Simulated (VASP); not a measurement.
Output of a VASP run:

### OSZICAR
```
...
DAV:   6    -0.681532160069E+00   -0.53192E-02   -0.29816E-02  1853   0.424E+00    0.208E-01
DAV:   7    -0.680096920120E+00    0.14352E-02   -0.55404E-03  1883   0.180E+00    0.315E-02
DAV:   8    -0.680217032669E+00   -0.12011E-03   -0.33511E-04  2015   0.269E-01    0.794E-03
DAV:   9    -0.680225688687E+00   -0.86560E-05   -0.22465E-05  2142   0.127E-01    0.695E-04
DAV:  10    -0.680226044592E+00   -0.35591E-06   -0.55541E-07  2236   0.121E-02    0.305E-04
DAV:  11    -0.680225988647E+00    0.55945E-07   -0.71101E-09   900   0.969E-04
   2 F= 0.14583359E+01 E0= 0.14587129E+01  d E =0.104541E+01
       N       E                     dE             d eps       ncg     rms          rms(c)
DAV:   1    -0.222508944862E+02   -0.21571E+02   -0.86610E+02  1767   0.966E+02    0.228E+01
DAV:   2    -0.684700932337E+01    0.15404E+02   -0.53378E+01  1859   0.140E+02    0.910E+00
DAV:   3    -0.330781470374E+01    0.35392E+01   -0.14809E+01  1872   0.758E+01    0.131E+00
DAV:   4    -0.327243739893E+01    0.35377E-01   -0.49851E-01  2134   0.120E+01    0.514E-01
DAV:   5    -0.327537727444E+01   -0.29399E-02   -0.11368E-01  2129   0.546E+00    0.294E-01
DAV:   6    -0.325477367476E+01    0.20604E-01   -0.17543E-02  1753   0.170E+00    0.553E-02
DAV:   7    -0.325430933038E+01    0.46434E-03   -0.14150E-03  1738   0.502E-01    0.739E-03
DAV:   8    -0.325429526119E+01    0.14069E-04   -0.31058E-05  1788   0.707E-02    0.347E-03
DAV:   9    -0.325429351585E+01    0.17453E-05   -0.30084E-06  1907   0.341E-02    0.111E-03
DAV:  10    -0.325429374057E+01   -0.22472E-06   -0.72745E-08  1060   0.327E-03    0.274E-04
DAV:  11    -0.325429381818E+01   -0.77609E-07   -0.13534E-08   849   0.188E-03
   3 F= -.12051930E+00 E0= -.12027243E+00  d E =-.533445E+00
       N       E                     dE             d eps       ncg     rms          rms(c)
DAV:   1    -0.325058039916E+01    0.37133E-02   -0.11150E+00  1860   0.247E+01    0.103E+00
DAV:   2    -0.321662059576E+01    0.33960E-01   -0.65331E-02  1836   0.617E+00    0.362E-01
DAV:   3    -0.321186573995E+01    0.47549E-02   -0.18296E-02  2097   0.311E+00    0.277E-02
DAV:   4    -0.321188175944E+01   -0.16019E-04   -0.23775E-04  1661   0.177E-01    0.164E-02
DAV:   5    -0.321191638390E+01   -0.34624E-04   -0.10214E-04  1645   0.888E-02    0.780E-03
DAV:   6    -0.321191662308E+01   -0.23918E-06   -0.40033E-06  1892   0.315E-02    0.136E-03
DAV:   7    -0.321191554380E+01    0.10793E-05   -0.64705E-07  1668   0.629E-03    0.348E-04
DAV:   8    -0.321191551573E+01    0.28070E-07   -0.10152E-08   849   0.103E-03
   4 F= -.12526814E+00 E0= -.12510508E+00  d E =-.538194E+00
       N       E                     dE             d eps       ncg     rms          rms(c)
DAV:   1    -0.319892040801E+01    0.12995E-01   -0.49999E-01  1857   0.167E+01    0.690E-01
DAV:   2    -0.318379268508E+01    0.15128E-01   -0.29055E-02  1830   0.412E+00    0.243E-01
DAV:   3    -0.318165644690E+01    0.21362E-02   -0.82223E-03  2100   0.209E+00    0.186E-02
DAV:   4    -0.318166565853E+01   -0.92116E-05   -0.10780E-04  1664   0.121E-01    0.110E-02
DAV:   5    -0.318168376948E+01   -0.18111E-04   -0.46088E-05  1636   0.608E-02    0.532E-03
DAV:   6    -0.318168398082E+01   -0.21134E-06   -0.19262E-06  1881   0.228E-02    0.954E-04
DAV:   7    -0.318168321682E+01    0.76400E-06   -0.32516E-07  1674   0.467E-03    0.231E-04
DAV:   8    -0.318168320438E+01    0.12440E-07   -0.46445E-09   804   0.691E-04
   5 F= -.12616916E+00 E0= -.12608677E+00  d E =-.539095E+00
```

File OUTCAR:
```
------------------------ aborting loop because EDIFF is reached ----------------------------------------
  FORCE on cell =-STRESS in cart. coord.  units (eV):
  Direction    XX          YY          ZZ          XY          YZ          ZX
  --------------------------------------------------------------------------------------
  Total        3.0595082      3.0595082      3.0595082      0.0000000      0.0000000      0.0000000
  in kB      200.2614413    200.2614413    200.2614413      0.0000000      0.0000000      0.0000000
  external PRESSURE =       0.2614413 kB  Pullay stress =     200.0000000 kB
  volume of cell :       24.48
      direct lattice vectors                 reciprocal lattice vectors
     0.000000000  2.304508381  2.304508381    -0.216966015  0.216966015  0.216966015
     2.304508381 -0.000000000  2.304508381     0.216966015 -0.216966015  0.216966015
     2.304508381  2.304508381 -0.000000000     0.216966015  0.216966015 -0.216966015
 POSITION                                       TOTAL-FORCE (eV/Angst)
 -----------------------------------------------------------------------------------
      0.00000      0.00000      0.00000         0.000000      0.000000      0.000000
 -----------------------------------------------------------------------------------
    total drift:                               -0.000000     -0.000000      0.000000
  FREE ENERGIE OF THE ION-ELECTRON SYSTEM (eV)
  ---------------------------------------------------
  free  energy   TOTEN  =        -3.1816832044 eV

  energy  without entropy=       -3.1814360537  energy(sigma->0) =       -3.18160082
  enthalpy is  TOTEN    =        -0.1261691555 eV   P V=        3.0555140488

 reached required accuracy - stopping structural energy minimisation
```
(Selected blocks of OUTCAR.)

File POSCAR:
```
Pb
1
   -0.0000000000     2.5134406462     2.5134406462
    2.5134406462    -0.0000000000     2.5134406462
    2.5134406462     2.5134406462    -0.0000000000
Pb
1
Direct
  1.0000000000   0.0000000000   1.0000000000
```

Problem. Reconstruct the remaining input files.

Solution. Several could match; the one computed here: the input of the run itself, PBE GGA, plane waves, VASP's PBE PAW potentials (set 64).

**KPOINTS**
```
Automatic mesh
0
Gamma
12 12 12
0 0 0
```

**INCAR**
```
SYSTEM = Pb
PREC = Accurate
ENCUT = 480
EDIFF = 1E-7
NELM = 100
ALGO = Normal
LREAL = .FALSE.
LASPH = .TRUE.
ISMEAR = 1
SIGMA = 0.1
GGA = PE
LMAXMIX = 4
LWAVE = .FALSE.
LCHARG = .FALSE.
ISIF = 3
IBRION = 2
NSW = 40
EDIFFG = -0.01
PSTRESS = 200
```

POTCAR, in this order: Pb_d (PBE.64 set). Program: vasp_std.

Energy and stress use the plane-wave basis of the starting cell.

The compound is Pb in the fcc structure. This run relaxes it under an external pressure of 20 GPa. Symmetry was kept, so distortions that lower it aren't found.
